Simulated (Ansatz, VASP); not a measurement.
# Cross-check of CsPbBr3 between VASP and Ansatz, part 2 of 2

Wanted: the spread between two codes on one cell, functional and k mesh. The cell is taken from a series of runs on this material, whose earlier steps may have relaxed, scaled, displaced or heated it; both programs get it as it stands.

VASP 6.6.1 and Ansatz 0.2.0.

So far: Set-up; VASP: elastic constants, LDA.

**3. Ansatz: elastic constants, LDA**

Level of this step: Ansatz beside VASP: Kohn-Sham DFT, plane waves, LDA (Ansatz).

Ansatz runs on its default PAW (the set named soft_2) files.

The same cell, functional (in two slightly different forms), mesh and smearing now go to Ansatz, which takes its cutoff from its data sets.

input.yaml reads:

```yaml
crystal:
  lattice:
    - [5.7701960427, 0.0, 0.0]
    - [0.0, 5.7701960427, 0.0]
    - [0.0, 0.0, 5.7701960427]
  atoms:
    - { symbol: Cs, position: [0.0, 0.0, 0.0] }
    - { symbol: Pb, position: [0.5, 0.5, 0.5] }
    - { symbol: Br, position: [0.0, 0.5, 0.5] }
    - { symbol: Br, position: [0.5, 0.0, 0.5] }
    - { symbol: Br, position: [0.5, 0.5, 0.0] }
kpoints:
  mp_grid: { grid: [6, 6, 6] }
hamiltonian:
  xc: lda
scf:
  occupations: { method: gaussian, width: 0.02 }
output:
  forces: true
  stress: true
  eigenvalues: true
elastic:
  mode: relaxed_ion
  stencil: two_point
```

Run with:

```sh
$ ansatz run input.yaml --threads 8 --pin off --max-ram 16384MiB --backend cpu --events-out ev --progress --plain --runs-dir out
```

Numbers of over 12 decimals in the logs are rounded to 6 here.

The log of the run:

```text
Engine: ansatz 0.2.0, aarch64-unknown-linux-gnu
Pseudopotentials: kind: paw
Pseudopotential: Cs, paw, valence charge 9, recommended cutoff 420 eV (normal), Cs.paw.azcp
Pseudopotential: Pb, paw, valence charge 14, recommended cutoff 420 eV (normal), Pb.paw.azcp
Pseudopotential: Br, paw, valence charge 7, recommended cutoff 420 eV (normal), Br.paw.azcp
Functional definition: SPW92
  exchange = slater_x
  correlation = pw_c
Crystal: 5 atoms, lattice volume = 192.120 Å³
Basis set: ecut = 420 eV, 3743 PW (Γ)
Bands: 27, of which v1, the nominal top of the filled ones, is band 22 counted from 1 (21 counted from 0)
Symmetry: 48 space group operations
Space group: Pm-3m (ITA 221), of the structure as read, at distance tolerance 5.8e-5 Å
k-points: 20 of 216
Non-local potential: Cs, projectors of the file, l = 0: 3, l = 1: 2, l = 2: 2, l = 3: 2
Non-local potential: Pb, projectors of the file, l = 0: 2, l = 1: 2, l = 2: 2, l = 3: 2
Non-local potential: Br, projectors of the file, l = 0: 2, l = 1: 2, l = 2: 2
PAW form: soft (Blöchl's): semilocal exchange-correlation on the pseudo side does not see the compensation charge
PAW frozen core: Cs, regenerated for the run's functional, and the local potential with it (the file was generated under x = pbe(κ = 0.804, μ = 0.219515), c = pbe(β = 0.066725))
PAW frozen core: Pb, regenerated for the run's functional, and the local potential with it (the file was generated under x = pbe(κ = 0.804, μ = 0.219515), c = pbe(β = 0.066725))
PAW frozen core: Br, regenerated for the run's functional, and the local potential with it (the file was generated under x = pbe(κ = 0.804, μ = 0.219515), c = pbe(β = 0.066725))
PAW one-centre angular grid: Cs, 194 points (default); XC on 64 Gauss nodes
PAW one-centre angular grid: Pb, 590 points (default); XC on 64 Gauss nodes
PAW one-centre angular grid: Br, 110 points (default); XC on 64 Gauss nodes
Initial density: superposition of atomic densities (neutral atoms: chi_scale 0, normalization atom), corrected by the library's trained network
Initial wavefunctions: pseudopotential atomic-orbital guess
Functional: x = slater, c = lda
SCF iter   1: F=—  HF=-25194.958635 eV  |F-HF|=—  |Δ(HF+E_count)|=         —  Δρ=3.79e-3  dr2=1.91e-2  ethr=1.77e-3  ⟨swp⟩=8.3  Hψ=3015  notcnv=0
preconditioner: auto → Resta (q_TF=auto, 2.134 Å⁻¹)  ε∞=2.9  [insulator: Δε(μ)=1.142 eV  Ē_g=12.722 eV  σ=0.020 eV  W_gap=1.00  n_scr=26 (ndim 8)  ℏωp=17.4 eV  f_vac=0.041  D(μ)=0.00/eV (n_scr^D=0)  ε∞_Penn≈2.9]
SCF iter   2: F=—  HF=-25194.954688 eV  |F-HF|=—  |Δ(HF+E_count)|=   3.95e-3  Δρ=1.98e-3  dr2=5.46e-3  ethr=4.34e-5  ⟨swp⟩=3.0  Hψ=1186  notcnv=0  defer=19
SCF iter   3: F=—  HF=-25194.953446 eV  |F-HF|=—  |Δ(HF+E_count)|=   1.24e-3  Δρ=2.01e-4  dr2=9.41e-5  ethr=1.24e-5  ⟨swp⟩=2.2  Hψ=941  notcnv=0  defer=19
SCF iter   4: F=—  HF=-25194.953460 eV  |F-HF|=—  |Δ(HF+E_count)|=   1.34e-5  Δρ=4.44e-5  dr2=5.62e-6  ethr=2.14e-7  ⟨swp⟩=2.2  Hψ=924  notcnv=0  defer=19
SCF iter   5: F=—  HF=-25194.953457 eV  |F-HF|=—  |Δ(HF+E_count)|=   2.36e-6  Δρ=1.63e-5  dr2=7.65e-7  ethr=1.28e-8  ⟨swp⟩=2.0  Hψ=927  notcnv=0  defer=19
SCF iter   6: F=—  HF=-25194.953457 eV  |F-HF|=—  |Δ(HF+E_count)|=   7.25e-7  Δρ=3.53e-6  dr2=4.33e-8  ethr=1.74e-9  ⟨swp⟩=2.0  Hψ=940  notcnv=0  defer=19
SCF iter   7: F=—  HF=-25194.953457 eV  |F-HF|=—  |Δ(HF+E_count)|=   2.43e-9  Δρ=8.51e-7  dr2=2.31e-9  ethr=9.85e-11  ⟨swp⟩=2.1  Hψ=875  notcnv=0  defer=19
SCF iter   8: F=—  HF=-25194.953457 eV  |F-HF|=—  |Δ(HF+E_count)|=  1.89e-10  Δρ=1.68e-7  dr2=6.68e-11  ethr=5.25e-12  ⟨swp⟩=2.3  Hψ=985  notcnv=0  defer=19
SCF iter   9: F=—  HF=-25194.953457 eV  |F-HF|=—  |Δ(HF+E_count)|=  7.28e-12  Δρ=3.55e-8  dr2=2.36e-12  ethr=1.52e-13 (applied; sched 1.00e-12)  ⟨swp⟩=2.1  Hψ=940  notcnv=0  defer=20
SCF iter  10: F=-25194.953457 eV  HF=-25194.953457 eV  |F-HF|=7.28e-12  |Δ(HF+E_count)|=  7.28e-12  Δρ=4.52e-9  dr2=3.62e-14  ethr=1.00e-12  ⟨swp⟩=9.6  Hψ=3177  notcnv=0
SCF 1 converged in 10 iterations: F = -25194.953457 eV  dr2 = 3.62e-14
  greatest PAW one-centre occupation: 0.982 electrons in one spin orbital (limit 2), on the Pb atom at site 1 (counted from 0), in its partial waves of l = 2
Crystal: 5 atoms, lattice volume = 191.735 Å³
Symmetry: 16 space group operations
k-points: 40 of 216
Initial density: handed on by an earlier stage of this run
Initial wavefunctions: those handed on with the density
[...]
preconditioner: auto → Resta (q_TF=auto, 2.135 Å⁻¹)  ε∞=2.9  [insulator: Δε(μ)=1.150 eV  Ē_g=12.747 eV  σ=0.020 eV  W_gap=1.00  n_scr=26 (ndim 8)  ℏωp=17.4 eV  f_vac=0.037  D(μ)=0.00/eV (n_scr^D=0)  ε∞_Penn≈2.9]
[...]
SCF 2 converged in 9 iterations: F = -25194.953305 eV  dr2 = 4.51e-15
Crystal: 5 atoms, lattice volume = 192.504 Å³
Basis set: ecut = 420 eV, 3775 PW (Γ)
[...]
preconditioner: auto → Resta (q_TF=auto, 2.133 Å⁻¹)  ε∞=2.9  [insulator: Δε(μ)=1.164 eV  Ē_g=12.736 eV  σ=0.020 eV  W_gap=1.00  n_scr=26 (ndim 8)  ℏωp=17.3 eV  f_vac=0.037  D(μ)=0.00/eV (n_scr^D=0)  ε∞_Penn≈2.9]
[...]
SCF 3 converged in 5 iterations: F = -25194.953310 eV  dr2 = 2.27e-14
Crystal: 5 atoms, lattice volume = 192.119 Å³
Basis set: ecut = 420 eV, 3767 PW (Γ)
Symmetry: 8 space group operations
k-points: 52 of 216
[...]
preconditioner: auto → Resta (q_TF=auto, 2.134 Å⁻¹)  ε∞=2.9  [insulator: Δε(μ)=1.162 eV  Ē_g=12.742 eV  σ=0.020 eV  W_gap=1.00  n_scr=26 (ndim 8)  ℏωp=17.4 eV  f_vac=0.037  D(μ)=0.00/eV (n_scr^D=0)  ε∞_Penn≈2.9]
[...]
SCF iter   3: F=—  HF=-25194.953449 eV  |F-HF|=—  |Δ(HF+E_count)|=   7.11e-8  Δρ=2.86e-6  dr2=1.15e-8  ethr=1.86e-9  ⟨swp⟩=2.6  Hψ=2318  notcnv=0  defer=52
SCF iter   4: F=—  HF=-25194.953449 eV  |F-HF|=—  |Δ(HF+E_count)|=   4.55e-9  Δρ=5.81e-7  dr2=7.13e-10  ethr=2.60e-11  ⟨swp⟩=2.2  Hψ=2435  notcnv=0  defer=52
SCF iter   5: F=—  HF=-25194.953449 eV  |F-HF|=—  |Δ(HF+E_count)|=  2.07e-10  Δρ=8.76e-8  dr2=1.21e-11  ethr=1.62e-12  ⟨swp⟩=2.2  Hψ=2305  notcnv=0  defer=52
SCF iter   6: F=—  HF=-25194.953449 eV  |F-HF|=—  |Δ(HF+E_count)|=  7.28e-12  Δρ=2.10e-8  dr2=9.79e-13  ethr=2.75e-14 (applied; sched 1.00e-12)  ⟨swp⟩=2.1  Hψ=2492  notcnv=0  defer=52
SCF iter   7: F=-25194.953449 eV  HF=-25194.953449 eV  |F-HF|=7.28e-12  |Δ(HF+E_count)|=    0.00e0  Δρ=4.18e-9  dr2=5.78e-14  ethr=1.00e-12  ⟨swp⟩=5.1  Hψ=5956  notcnv=0
SCF 4 converged in 7 iterations: F = -25194.953449 eV  dr2 = 5.78e-14
iter 1 solved again at ethr=1.00e-12 eV; its pass at ethr=3.10e-3 eV (dr2=1.58e-10 eV) is discarded
SCF iter   1: F=—  HF=-25194.953449 eV  |F-HF|=—  |Δ(HF+E_count)|=         —  Δρ=1.60e-6  dr2=1.46e-10  ethr=1.00e-12  ⟨swp⟩=4.0  Hψ=9380  notcnv=0  defer=52
SCF iter   2: F=—  HF=-25194.953449 eV  |F-HF|=—  |Δ(HF+E_count)|=   6.77e-9  Δρ=8.05e-7  dr2=3.92e-11  ethr=3.31e-13 (applied; sched 1.00e-12)  ⟨swp⟩=1.0  Hψ=1352  notcnv=0  defer=52
SCF iter   3: F=—  HF=-25194.953449 eV  |F-HF|=—  |Δ(HF+E_count)|=   2.30e-9  Δρ=1.02e-8  dr2=3.73e-13  ethr=8.91e-14 (applied; sched 1.00e-12)  ⟨swp⟩=1.1  Hψ=1355  notcnv=0  defer=52
SCF iter   4: F=-25194.953449 eV  HF=-25194.953449 eV  |F-HF|=3.64e-12  |Δ(HF+E_count)|=    0.00e0  Δρ=6.25e-9  dr2=6.34e-14  ethr=1.00e-12  ⟨swp⟩=5.1  Hψ=6062  notcnv=0
SCF 5 converged in 4 iterations: F = -25194.953449 eV  dr2 = 6.34e-14
SCF converged after 10 iterations
Free energy (F): -25194.953457 eV
Harris-Foulkes:  -25194.953457 eV  (|F-HF|=7.28e-12)
Internal energy: -25194.953457 eV  (E = F + TS)
E sigma→0 (E₀):  -25194.953457 eV
Fermi energy:    4.813354 eV
--- Per-component energies (eV) ---
  E_band       = -234.231614
  E_kinetic    = 833.164112
  E_local      = -2612.571942  (includes V_loc(G=0)·N_el)
  E_nonlocal   = 602.394059
  E_hartree    = 955.512346
  E_xc         = -1177.089798
  E_vxc        = -576.400079  (∫ρ·V_xc dr)
  E_paw        = -21485.118530  (= ΣΔE_a)
  E_vpaw       = -391.842492  (= ΣTr[D̂ρ^β])
  E_aug_tail   = 0.000043  (compensation charges beyond the density's cutoff)
  E_ewald      = -2312.056124
  E_core_change = 0.812377  (= ΣΔE_core)
  E_smearing   = -0.000000  (= −TS)
  E_closure    = 0.000000  (closes the sum)
  Σ components = -25194.953457   (vs F -25194.953457, Δ=0.00e0)
--- Forces (eV/Å), atoms counted from 1 ---
  atom   1  Cs    -0.00000000    -0.00000000     0.00000000
  atom   2  Pb     0.00000000     0.00000000     0.00000000
  atom   3  Br     0.00000000     0.00000000     0.00000000
  atom   4  Br    -0.00000000    -0.00000000     0.00000000
  atom   5  Br     0.00000000     0.00000000     0.00000000
  max |Σ_I F_I| component: 2.14e-28 eV/Å
--- Stress (GPa, compression-positive) ---
        0.000783       0.000000       0.000000
       -0.000000       0.000783       0.000000
        0.000000       0.000000       0.000783
  P = ⅓ Tr σ = 0.0008 GPa (0.008 kbar)
--- Band table (eV; the first three rows and the last of 20) ---
  k-point 0: bands = [... 18 lower, 1.7303, 1.8798, 1.8798, 1.8798, 6.6539, 7.7558, 7.7558, 8.5947, ... 1 higher]
  k-point 1: bands = [... 18 lower, 1.6940, 1.8421, 1.8421, 1.8629, 6.9591, 7.9402, 7.9924, 8.6915, ... 1 higher]
  k-point 2: bands = [... 18 lower, 1.6151, 1.7735, 1.7735, 2.1245, 7.5104, 7.7565, 8.4186, 8.5517, ... 1 higher]
  k-point 19: bands = [... 18 lower, 2.2847, 2.2847, 2.2847, 4.2310, 5.3961, 5.3961, 5.3961, 8.1915, ... 1 higher]
--- Elastic constants: 2 strain directions × 2 members + reference (group order 48) ---
  dense FFT box of the reference and of every strained cell: 40×40×40
  strains applied: 11, 23; error gains: componentwise 1.00 (the most a stress slope's error grows in a printed constant), spectral 1.73 (1 for all six strains in a standard setting)
  C = ∂σ_k/∂η_j (tension-positive GPa; Voigt order 11 22 33 23 13 12):
        62.111      7.108      7.108     -0.000     -0.000     -0.000
         7.108     62.111      7.108     -0.000     -0.000     -0.000
         7.108      7.108     62.111     -0.000     -0.000     -0.000
         0.000     -0.000      0.000      3.684     -0.000      0.000
         0.000      0.000     -0.000      0.000      3.684      0.000
        -0.000      0.000      0.000      0.000     -0.000      3.684
  reference stress σ⁰ (GPa):     -0.001     -0.001     -0.001     -0.000     -0.000     -0.000
  C* (energy form; C + prestress term) asymmetry max|C*_kj − C*_jk| = 4.441e-15 GPa — a small one proves nothing (zero by symmetry where the batch's group is 432, −43m or m−3m); a large one is finite-difference/SCF noise where every solve meets its electron count
  moduli (Voigt/Reuss/Hill, GPa): K = 25.44/25.44/25.44   G = 13.21/5.64/9.42   E = 25.16   ν = 0.335
  mechanically stable: yes (min eigenvalue of sym C = 3.68 GPa)
  strain η (Voigt 11):  stress-route row diagonal C_11 = 62.11 GPa, energy-path curvature d²(F+E_count+ΔE)/dδ²/Ω₀ = 62.10 GPa
         δ    σ_11 (GPa)             F (eV)   n_scf  n_hpsi   n_pw
    -2.000e-3      -0.1265      -25194.9533051       9   22927   3792   relax 0 steps, max|allowed force component| 5.64e-30 eV/Å
     2.000e-3       0.1220      -25194.9533098       5   17652   3840   relax 0 steps, max|allowed force component| 5.43e-29 eV/Å
  strain η (Voigt 23):  stress-route row diagonal C_44 = 3.68 GPa, energy-path curvature d²(F+E_count+ΔE)/dδ²/Ω₀ = 3.68 GPa
         δ    σ_23 (GPa)             F (eV)   n_scf  n_hpsi   n_pw
    -2.000e-3      -0.0074      -25194.9534494       7   26578   3840   relax 0 steps, max|allowed force component| 1.96e-29 eV/Å
     2.000e-3       0.0074      -25194.9534494       4   19323   3840   relax 0 steps, max|allowed force component| 5.25e-29 eV/Å
```

**4. Comparison**

Known differences besides the potentials themselves: the two LDA forms differ slightly; the cutoff is 420 eV in Ansatz and 500 eV in VASP; VASP's log shows a relativistic correction to its local exchange, Ansatz's none; VASP takes each elastic constant from one size of strain, Ansatz from those that its log lists. Total energies have different zeros and are not compared.

Both answers:

```
 quantity  Ansatz  VASP  difference
C11 (GPa)    62.1  62.9     -1.25 %
C22 (GPa)    62.1  62.9     -1.25 %
C33 (GPa)    62.1  62.9     -1.25 %
C12 (GPa)     7.1   7.2     -0.72 %
C13 (GPa)     7.1   7.2     -0.72 %
C23 (GPa)     7.1   7.2     -0.72 %
C44 (GPa)     3.7   3.7     -0.44 %
C55 (GPa)     3.7   3.7     -0.44 %
C66 (GPa)     3.7   3.7     -0.44 %
```

**5. Outcome**

```
difference in C11 (elastic constants, LDA) : -1.3 %
```

**Reading.** The difference in C11 is -1.3 % (elastic constants, LDA), within the 5 % picked in this series as the mark of a large difference. Such differences can come from data sets, numerical settings and the points named under the comparisons, not from the functional's error against experiment.

[Lines on the potential files, build, host, timing and source positions are cut from VASP's logs without a mark.]

[Logs are printed without paths, hosts, clocks, repeated set-up lines and the standing remarks that a program may print on its own settings, such as how far it seeks lower states.]

[Hosts, paths, dates, database ids (printed as entryN), source tags and the programs' standing remarks are cut or masked in the printed files.]
